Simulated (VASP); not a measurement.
Consider the following.

```yaml
crystal:
  lattice:
    - [0.00000, 2.45252, 2.45252]
    - [2.45252, 0.00000, 2.45252]
    - [2.45252, 2.45252, 0.00000]
  atoms:
    - { symbol: B, position: [0.00000, 0.00000, 0.00000] }
    - { symbol: As, position: [0.25000, 0.25000, 0.25000] }
```

All values below come from vdW-DF2, VASP's PBE PAW potentials (set 64) (plane waves; VASP 6.6.1). Settings: 520 eV cut-off, 10×10×10 Γ-centred mesh, tetrahedra with Blöchl corrections, potentials B As.

**Question.** Predict the energy per atom (σ→0).

**Answer.** 
| Quantity | Result |
|---|---|
| energy per atom (σ→0) | -4.053 eV/atom |

The absolute energy has meaning only against runs of the same code, potentials and settings.

The compound is BAs in the zinc blende structure. It was relaxed first, which changed the volume by +8 %.
